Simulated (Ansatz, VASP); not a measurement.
# LiSbSeS in two plane-wave programs

Wanted: the spread between two codes on one cell, functional and k mesh. The cell is invented: As first built, before any earlier steps moved the atoms (in the runner's words): it takes the AgSbSeS structure with some of its atoms replaced by other elements, volume scaled by an estimate. It may not be a known or stable phase. The cell is taken from a series of VASP runs on this material, whose earlier steps may have relaxed, scaled or displaced it; both programs get it as it stands.

Program: Ansatz 0.2.0. Level of theory: plane waves, with VASP 6.6.1 beside it; single point at PBE and electric field gradients at PBE. Results are calculated unless marked as measured.

### 1. Set-up

It takes space group P4/mmm (No. 123, tetragonal). The conventional cell has a = 3.935 Å, b = 3.935 Å, c = 5.544 Å, α = 90.00°, β = 90.00°, γ = 90.00°. Nearest to Sb lie 2 Se at 2.77 Å and 4 S at 2.78 Å. Nearest to Se lie 2 Sb at 2.77 Å and 4 Li at 2.78 Å. S has 2 Li at 2.77 Å and 4 Sb at 2.78 Å nearest. Nearest to Li lie 2 S at 2.77 Å and 4 Se at 2.78 Å. As first built, before any earlier steps moved the atoms (in the runner's words): sites of the AgSbSeS structure (space group 123) filled with other elements, volume scaled by an estimate. Farther neighbours and most contacts between anions are not listed.

### 2. VASP: single point, PBE

With cell and atoms fixed, the geometry can't cause a difference; cores, projectors, grids and the points listed under the comparison can.

Lines of VASP's logs that name or quote its potential files are left out, and so is its time.

INCAR reads:

```
SYSTEM = LiSbSeS
PREC = Accurate
ENCUT = 650
EDIFF = 1E-06
NELM = 100
ISMEAR = 0
SIGMA = 0.05
LREAL = .FALSE.
ALGO = Normal
GGA = PE
NBANDS = 16
LORBIT = 11
LWAVE = .FALSE.
LCHARG = .TRUE.
ISIF = 2
LELF = .TRUE.
LVHAR = .TRUE.
```

POSCAR reads:

```
LiSbSeS
1.0
    3.9347262907      0.0000000000      0.0000000000
    0.0000000000      3.9347262907      0.0000000000
    0.0000000000      0.0000000000      5.5444618832
Sb Se S Li
1 1 1 1
Direct
    0.5000000000      0.5000000000      0.5000000000
    0.5000000000      0.5000000000      0.0000000000
    0.0000000000      0.0000000000      0.5000000000
    0.0000000000      0.0000000000      0.0000000000
```

KPOINTS reads:

```
Automatic mesh
0
Gamma
6 6 4
0 0 0
```

The projector-augmented-wave data sets are Sb, Se, S and Li_sv (PBE family, release 64).

Launch:

```bash
mpirun -np 2 vasp_std
```

Numbers of over 12 decimals in the logs are rounded to 6 here.

What it wrote:

```text
[banner, memory and clock lines left out]
running    2 mpi-ranks, on    1 nodes
 distrk:  each k-point on    2 cores,    1 groups
 distr:  one band on    1 cores,    2 groups

 POSCAR found type information on POSCAR SbSeS Li
 POSCAR found :  4 types and       4 ions
 LDA part: xc-table for (Slater+PW92), standard interpolation
 POSCAR, INCAR and KPOINTS ok, starting setup
 FFT: planning ... GRIDC
 FFT: planning ... GRID_SOFT
 FFT: planning ... GRID
 WAVECAR not read
 entering main loop
       N       E                     dE             d eps       ncg     rms          rms(c)
DAV:   1     0.107399338343E+03    0.10740E+03   -0.84373E+03   960   0.128E+03
DAV:   2    -0.892777960681E+01   -0.11633E+03   -0.11266E+03  1360   0.204E+02
DAV:   3    -0.166711646460E+02   -0.77434E+01   -0.77063E+01  1336   0.562E+01
DAV:   4    -0.170123508874E+02   -0.34119E+00   -0.34102E+00  1552   0.107E+01
DAV:   5    -0.170150145177E+02   -0.26636E-02   -0.26636E-02  1296   0.102E+00    0.671E+00
DAV:   6    -0.160852884065E+02    0.92973E+00   -0.14530E+00  1192   0.609E+00    0.455E+00
DAV:   7    -0.160063390340E+02    0.78949E-01   -0.64310E-01  1248   0.378E+00    0.222E+00
DAV:   8    -0.160044047567E+02    0.19343E-02   -0.11619E-01  1120   0.179E+00    0.669E-01
DAV:   9    -0.160008050386E+02    0.35997E-02   -0.20192E-02  1256   0.762E-01    0.173E-01
DAV:  10    -0.160011163374E+02   -0.31130E-03   -0.19968E-03  1192   0.256E-01    0.107E-01
DAV:  11    -0.160011053686E+02    0.10969E-04   -0.51085E-04  1200   0.110E-01    0.346E-02
DAV:  12    -0.160011193030E+02   -0.13934E-04   -0.82097E-05  1200   0.541E-02    0.210E-02
DAV:  13    -0.160011168005E+02    0.25025E-05   -0.15459E-05  1240   0.195E-02    0.499E-03
DAV:  14    -0.160011170231E+02   -0.22259E-06   -0.12359E-06   672   0.692E-03
   1 F= -.16001117E+02 E0= -.16000795E+02  d E =-.644569E-03
```

Parts of OUTCAR (step 2):

```text
ion  position               nearest neighbor table
   1  0.500  0.500  0.500-   2 2.77   2 2.77   3 2.78   3 2.78   3 2.78   3 2.78
   2  0.500  0.500  0.000-   1 2.77   1 2.77
   3  0.000  0.000  0.500-   1 2.78   1 2.78   1 2.78   1 2.78
   4  0.000  0.000  0.000-

  LATTYP: Found a simple tetragonal cell.
 ALAT       =     3.9347262907
 C/A-ratio  =     1.4091099288

 Subroutine GETGRP returns: Found 16 space group operations
 (whereof 16 operations were pure point group operations)

The static configuration has the point symmetry D_4h.

 Found     30 irreducible k-points:

   k-points           NKPTS =     30   k-points in BZ     NKDIM =     30   number of bands    NBANDS=     16

   dimension x,y,z NGX =    36 NGY =   36 NGZ =   48
   dimension x,y,z NGXF=    72 NGYF=   72 NGZF=   96

   ENCUT  =  650.0 eV  47.77 Ry    6.91 a.u.   8.18  8.18 11.53*2*pi/ulx,y,z

   NELECT =      20.0000    total number of electrons

 k-points in reciprocal lattice and weights: Automatic mesh
   0.00000000  0.00000000  0.00000000       0.007
   0.16666667  0.00000000  0.00000000       0.028
   0.33333333  0.00000000  0.00000000       0.028
   0.50000000  0.00000000  0.00000000       0.014
   0.16666667  0.16666667  0.00000000       0.028
   0.33333333  0.16666667  0.00000000       0.056
   0.50000000  0.16666667  0.00000000       0.028
   0.33333333  0.33333333  0.00000000       0.028
   0.50000000  0.33333333  0.00000000       0.028
[...]
0.50000000  0.33333333  0.50000000       0.028
   0.50000000  0.50000000  0.50000000       0.007

 average (electrostatic) potential at core
       1 -88.9531       2 -52.5626       3 -86.9358       4 -59.8343

 E-fermi :   4.7387

 k-point     1 :       0.0000    0.0000    0.0000
  band No.  band energies     occupation
    ...
      6       0.7387      2.00000
      7       0.7387      2.00000
      8       3.3003      2.00000
      9       4.2635      2.00000
     10       4.2635      2.00000
     11       8.0793      0.00000
     12       8.9313      0.00000
     13       9.1944      0.00000
     14       9.1944      0.00000
     15      10.8938      0.00000
    ...

 k-point     2 :       0.1667    0.0000    0.0000
  band No.  band energies     occupation
    ...
      6       0.9862      2.00000
      7       1.3946      2.00000
      8       3.0417      2.00000
      9       3.6633      2.00000
     10       4.2959      2.00000
     11       7.9049      0.00000
     12       7.9799      0.00000
     13       9.0601      0.00000
     14       9.6888      0.00000
     15      10.4492      0.00000
    ...

 k-point     3 :       0.3333    0.0000    0.0000
  band No.  band energies     occupation
    ...
      6       1.6722      2.00000
      7       1.9909      2.00000
      8       2.3866      2.00000
      9       3.2963      2.00000
     10       4.1392      2.00000
     11       6.2428      0.00000
     12       6.4796      0.00000
     13       9.9401      0.00000
     14      10.1078      0.00000
     15      11.4398      0.00000
    ...

  Total        0.0083649      0.0083649      0.0111561      0.0000000     -0.0000000      0.0000000
  in kB        0.1561279      0.1561279      0.2082249      0.0000000     -0.0000000      0.0000000
  external PRESSURE =       0.1734936 kB  Pullay stress =       0.0000000 kB

  energy-cutoff  :      650.00
  volume of cell :       85.84
      direct lattice vectors                 reciprocal lattice vectors
     3.934726291  0.000000000  0.000000000     0.254147284  0.000000000  0.000000000
     0.000000000  3.934726291  0.000000000     0.000000000  0.254147284  0.000000000
     0.000000000  0.000000000  5.544461883     0.000000000  0.000000000  0.180360154

 POSITION                                       TOTAL-FORCE (eV/Angst)
 -----------------------------------------------------------------------------------
      1.96736      1.96736      2.77223         0.000000      0.000000      0.000000
      1.96736      1.96736      0.00000         0.000000      0.000000      0.000000
      0.00000      0.00000      2.77223         0.000000      0.000000      0.000000
      0.00000      0.00000      0.00000         0.000000      0.000000      0.000000
 -----------------------------------------------------------------------------------
    total drift:                               -0.000000      0.000000     -0.000000

  FREE ENERGIE OF THE ION-ELECTRON SYSTEM (eV)
  ---------------------------------------------------
  free  energy   TOTEN  =       -16.0011170231 eV

  energy  without entropy=      -16.0004724545  energy(sigma->0) =      -16.00079474

 total charge
# of ion       s       p       d       tot
------------------------------------------
    1        1.296   0.878   0.069   2.243
    2        1.457   2.380   0.017   3.854
    3        1.364   2.309   0.000   3.672
    4        2.008   0.038   0.000   2.046
--------------------------------------------------
tot          6.124   5.604   0.086  11.815

[... 3 further parts left out ...]
```

The gap is under twice the smearing width, so the edge states are partly filled and the run can't tell a small gap from a semimetal.

### 3. Ansatz: single point, PBE

Ansatz runs on its default PAW (the set named soft_2) files.

The same cell, functional, mesh and smearing now go to Ansatz, which takes its cutoff from its data sets.

input.yaml reads:

```yaml
crystal:
  lattice:
    - [3.9347262907, 0.0, 0.0]
    - [0.0, 3.9347262907, 0.0]
    - [0.0, 0.0, 5.5444618832]
  atoms:
    - { symbol: Sb, position: [0.5, 0.5, 0.5] }
    - { symbol: Se, position: [0.5, 0.5, 0.0] }
    - { symbol: S, position: [0.0, 0.0, 0.5] }
    - { symbol: Li, position: [0.0, 0.0, 0.0] }
hamiltonian:
  xc: pbe
  pseudopotentials: { kind: paw }
kpoints:
  mp_grid: { grid: [6, 6, 4] }
scf:
  occupations: { method: gaussian, width: 0.05 }
  n_extra_bands: 5
output:
  forces: true
  stress: true
  eigenvalues: true
  write_density: true
  write_potential: true
  elf: true
  volumetric_format: npy
```

Launch:

```bash
ansatz run input.yaml --threads 2 --pin off --max-ram 4608MiB --backend cpu --events-out ev --progress --plain --runs-dir out
```

What it wrote:

```text
scf.n_extra_bands = 5 over 20 filled bands (N_el = 40.0): the run solves 25 bands
Engine: ansatz 0.2.0, aarch64-unknown-linux-gnu
Pseudopotentials: kind: paw
Pseudopotential: Sb, paw, valence charge 15, recommended cutoff 420 eV (normal), Sb.paw.azcp
Pseudopotential: Se, paw, valence charge 16, recommended cutoff 420 eV (normal), Se.paw.azcp
Pseudopotential: S, paw, valence charge 6, recommended cutoff 420 eV (normal), S.paw.azcp
Pseudopotential: Li, paw, valence charge 3, recommended cutoff 420 eV (normal), Li.paw.azcp
Functional definition: PBE
  parameter kappa = 0.804
  parameter beta = 0.066725
  exchange = pbe_x(kappa = kappa, mu = beta*pi^2/3)
  correlation = pbe_c(beta = beta)
Crystal: 4 atoms, lattice volume = 85.840 Å³
Basis set: ecut = 420 eV, 1715 PW (Γ), exchange–correlation on 54×54×80 points (8 copies of the dense FFT grid, shifted against one another)
Bands: 25, of which v1, the nominal top of the filled ones, is band 20 counted from 1 (19 counted from 0)
Symmetry: 16 space group operations
Space group: P4/mmm (ITA 123), of the structure as read, at distance tolerance 4.4e-5 Å
k-points: 30 of 144
Non-local potential: Sb, projectors of the file, l = 0: 2, l = 1: 2, l = 2: 2, l = 3: 2
Non-local potential: Se, projectors of the file, l = 0: 2, l = 1: 2, l = 2: 3, l = 3: 1
Non-local potential: S, projectors of the file, l = 0: 2, l = 1: 2, l = 2: 2
Non-local potential: Li, projectors of the file, l = 0: 3, l = 1: 2, l = 2: 1
PAW form: soft (Blöchl's): semilocal exchange-correlation on the pseudo side does not see the compensation charge
PAW one-centre angular grid: Sb, 590 points (default); XC on 64 Gauss nodes
PAW one-centre angular grid: Se, 590 points (default); XC on 64 Gauss nodes
PAW one-centre angular grid: S, 110 points (default); XC on 64 Gauss nodes
PAW one-centre angular grid: Li, 110 points (default); XC on 64 Gauss nodes
Initial density: superposition of atomic densities (neutral atoms: chi_scale 0, normalization atom), corrected by the library's trained network
Initial wavefunctions: pseudopotential atomic-orbital guess
Functional: x = pbe(κ = 0.804, μ = 0.219515), c = pbe(β = 0.066725)
SCF iter   1: F=—  HF=-13062.652923 eV  |F-HF|=—  |Δ(HF+E_count)|=         —  Δρ=4.07e-3  dr2=2.81e-2  ethr=1.77e-3  ⟨swp⟩=6.7  Hψ=3571  notcnv=0
preconditioner: auto → Resta (q_TF=auto, 2.402 Å⁻¹)  ε∞=4.2  [insulator: Δε(μ)=0.142 eV  Ē_g=9.485 eV  σ=0.050 eV  W_gap=0.94  n_scr=20 (ndim 8)  ℏωp=17.0 eV  f_vac=0.000  D(μ)=0.09/eV (n_scr^D=0)  ε∞_Penn≈4.2]
SCF iter   2: F=—  HF=-13062.645631 eV  |F-HF|=—  |Δ(HF+E_count)|=   7.29e-3  Δρ=1.96e-3  dr2=4.28e-3  ethr=7.02e-5  ⟨swp⟩=1.9  Hψ=1141  notcnv=0  defer=16
SCF iter   3: F=—  HF=-13062.644636 eV  |F-HF|=—  |Δ(HF+E_count)|=   9.95e-4  Δρ=6.42e-4  dr2=4.54e-4  ethr=1.07e-5  ⟨swp⟩=2.2  Hψ=1249  notcnv=0  defer=16
SCF iter   4: F=—  HF=-13062.644526 eV  |F-HF|=—  |Δ(HF+E_count)|=   1.10e-4  Δρ=2.10e-4  dr2=5.58e-5  ethr=1.13e-6  ⟨swp⟩=2.0  Hψ=1313  notcnv=0  defer=16
SCF iter   5: F=—  HF=-13062.644645 eV  |F-HF|=—  |Δ(HF+E_count)|=   1.19e-4  Δρ=5.97e-5  dr2=3.17e-6  ethr=1.40e-7  ⟨swp⟩=2.0  Hψ=960  notcnv=0  defer=16
SCF iter   6: F=—  HF=-13062.644646 eV  |F-HF|=—  |Δ(HF+E_count)|=   1.79e-6  Δρ=2.45e-5  dr2=6.54e-7  ethr=7.93e-9  ⟨swp⟩=2.0  Hψ=1144  notcnv=0  defer=16
SCF iter   7: F=-13062.644646 eV  HF=-13062.644646 eV  |F-HF|=2.18e-11  |Δ(HF+E_count)|=   8.34e-8  Δρ=5.04e-6  dr2=2.46e-8  ethr=2.50e-10  ⟨swp⟩=10.4  Hψ=5366  notcnv=0
SCF 1 converged in 7 iterations: F = -13062.644646 eV  dr2 = 2.46e-8
  greatest PAW one-centre occupation: 1.000 electrons in one spin orbital (limit 2), on the Se atom at site 1 (counted from 0), in its partial waves of l = 2
SCF converged after 7 iterations
Free energy (F): -13062.644646 eV
Harris-Foulkes:  -13062.644646 eV  (|F-HF|=2.18e-11)
Internal energy: -13062.644012 eV  (E = F + TS)
E sigma→0 (E₀):  -13062.644329 eV
Entropy (-TS):   -0.000634 eV (-0.159 meV/atom)
Fermi energy:    7.450216 eV
--- Per-component energies (eV) ---
  E_band       = -655.672866
  E_kinetic    = 452.792720
  E_local      = -4508.200767  (includes V_loc(G=0)·N_el)
  E_nonlocal   = -239.291900
  E_hartree    = 2112.629257
  E_xc         = -350.912212
  E_vxc        = -296.166195  (∫ρ·V_xc dr)
  E_paw        = -7106.259817  (= ΣΔE_a)
  E_vpaw       = -290.062955  (= ΣTr[D̂ρ^β])
  E_aug_tail   = -0.000517  (compensation charges beyond the density's cutoff)
  E_ewald      = -3423.400777
  E_smearing   = -0.000634  (= −TS)
  E_closure    = -0.000000  (closes the sum)
  Σ components = -13062.644646   (vs F -13062.644646, Δ=0.00e0)
--- Forces (eV/Å), atoms counted from 1 ---
  atom   1  Sb     0.00000000    -0.00000000    -0.00000000
  atom   2  Se    -0.00000000     0.00000000     0.00000000
  atom   3  S      0.00000000     0.00000000     0.00000000
  atom   4  Li    -0.00000000     0.00000000     0.00000000
  max |Σ_I F_I| component: 1.30e-28 eV/Å
--- Stress (GPa, compression-positive) ---
        0.173179      -0.000000      -0.000000
       -0.000000       0.173179       0.000000
       -0.000000       0.000000       0.132477
  P = ⅓ Tr σ = 0.1596 GPa (1.596 kbar)
--- Band table (eV; the first three rows and the last of 30) ---
  k-point 0: bands = [... 16 lower, 3.4493, 6.0094, 6.9702, 6.9702, 10.7960, 11.6300, 11.9119, 11.9119, ... 1 higher]
  k-point 1: bands = [... 16 lower, 3.5116, 6.1565, 6.8210, 6.8210, 10.9388, 11.1299, 11.6643, 11.6643, ... 1 higher]
  k-point 2: bands = [... 16 lower, 4.2406, 6.6691, 6.6691, 6.8278, 8.8695, 11.1174, 11.5044, 11.5044, ... 1 higher]
  k-point 29: bands = [... 16 lower, 4.7377, 4.7377, 5.0507, 7.4456, 8.4018, 12.3501, 12.3501, 13.7985, ... 1 higher]
```

Wall time 3 s (2 threads of Arm Neoverse V2, shared host); peak memory 0.4 GiB; 5.2 s of CPU time.

The column dr2 measures how far the density is from self-consistency, as an energy; F and HF (Harris–Foulkes) agree once it is small.

The run ends at a pressure of 0.16 GPa.

### 4. Differences

Known differences besides the potentials themselves: the data sets hold 40 valence electrons in Ansatz (default PAW (the set named soft_2) files) and 20 in VASP; the cutoff is 420 eV in Ansatz and 650 eV in VASP; VASP leaves aspherical gradient terms in its spheres out (LASPH is not set), Ansatz keeps them. Total energies have different zeros and are not compared.

Compared:

| quantity | Ansatz | VASP | difference |
| --- | --- | --- | --- |
| pressure (GPa) | 0.16 | 0.02 | +0.14 |

### 5. VASP: electric field gradients, PBE

Field gradients test the density near the nuclei, where the PAW reconstruction matters most.

INCAR reads:

```
SYSTEM = LiSbSeS
PREC = Accurate
ENCUT = 650
EDIFF = 1E-07
NELM = 100
ISMEAR = 0
SIGMA = 0.05
LREAL = .FALSE.
ALGO = Normal
GGA = PE
NBANDS = 16
LORBIT = 11
LWAVE = .FALSE.
LCHARG = .FALSE.
KPAR = 2
LEFG = .TRUE.
LASPH = .TRUE.
```

POSCAR is that of step 2.

KPOINTS is that of step 2.

Launch:

```bash
mpirun -np 2 vasp_std
```

What it wrote:

```text
[banner, memory and clock lines left out]
running    2 mpi-ranks, on    1 nodes
[...]
LDA part: xc-table for (Slater+PW92), standard interpolation
 POSCAR, INCAR and KPOINTS ok, starting setup
[...]
entering main loop
       N       E                     dE             d eps       ncg     rms          rms(c)
[... 1 cycle as in an earlier step ...]
DAV:   2    -0.892777960680E+01   -0.11633E+03   -0.11266E+03  1360   0.204E+02
[... 1 cycle as in an earlier step ...]
DAV:   4    -0.170123508873E+02   -0.34119E+00   -0.34102E+00  1552   0.107E+01
[... 1 cycle as in an earlier step ...]
DAV:   6    -0.160862895633E+02    0.92872E+00   -0.14528E+00  1192   0.609E+00    0.455E+00
DAV:   7    -0.160082255185E+02    0.78064E-01   -0.64177E-01  1248   0.378E+00    0.223E+00
DAV:   8    -0.160064314916E+02    0.17940E-02   -0.11713E-01  1112   0.179E+00    0.672E-01
DAV:   9    -0.160027679810E+02    0.36635E-02   -0.20366E-02  1272   0.766E-01    0.173E-01
[...]
0.0000000     0.0000000    -0.0000000   109.9618869    -0.0000000    -0.0000000
     0.0000369     0.0000000    -0.0000000   109.9615730    -0.0000000    -0.0000000
     0.0000508     0.0000000    -0.0000000   109.9613823    -0.0000000    -0.0000000
     0.0000700     0.0000000    -0.0000000   109.9610653    -0.0000000    -0.0000000
     0.0000964     0.0000000    -0.0000000   109.9605426    -0.0000000    -0.0000000

ion   4
     0.0000000     0.0000000    -0.0000000    -0.2124443     0.0000000    -0.0000000
     0.0000222     0.0000000    -0.0000000    -0.2124443     0.0000000    -0.0000000
     0.0000306     0.0000000    -0.0000000    -0.2124443     0.0000000    -0.0000000
     0.0000422     0.0000000    -0.0000000    -0.2124443     0.0000000    -0.0000000
     0.0000581     0.0000000    -0.0000000    -0.2124443     0.0000000    -0.0000000

     0.0000000     0.0000000    -0.0000000    -0.2385869     0.0000000    -0.0000000
     0.0000222     0.0000000    -0.0000000    -0.2385869     0.0000000    -0.0000000
     0.0000306     0.0000000    -0.0000000    -0.2385869     0.0000000    -0.0000000
     0.0000422     0.0000000    -0.0000000    -0.2385869     0.0000000    -0.0000000
     0.0000581     0.0000000    -0.0000000    -0.2385869     0.0000000    -0.0000000

   1 F= -.16003089E+02 E0= -.16002750E+02  d E =-.676151E-03
```

OUTCAR, selected parts (step 5):

```text
  Total        0.0081037      0.0081037      0.0140237      0.0000000     -0.0000000      0.0000000
  in kB        0.1512527      0.1512527      0.2617479      0.0000000     -0.0000000      0.0000000
  external PRESSURE =       0.1880844 kB  Pullay stress =       0.0000000 kB

  FREE ENERGIE OF THE ION-ELECTRON SYSTEM (eV)
  ---------------------------------------------------
  free  energy   TOTEN  =       -16.0030885148 eV

  energy  without entropy=      -16.0024123635  energy(sigma->0) =      -16.00275044

[... 3 parts as in an earlier step ...]

[... 1 further part left out ...]
[key lines of the parts left out:]
E-fermi :   4.7408
```

The run ends at a pressure of 0.02 GPa.

[end of part 1 of 2]

[Lines on the potential files, build, host, timing and source positions are cut from VASP's logs without a mark.]

[Logs are printed without paths, hosts, clocks, repeated set-up lines and the standing remarks that a program may print on its own settings, such as how far it seeks lower states.]

[Hosts, paths, dates, database ids (printed as entryN), source tags and the programs' standing remarks are cut or masked in the printed files.]
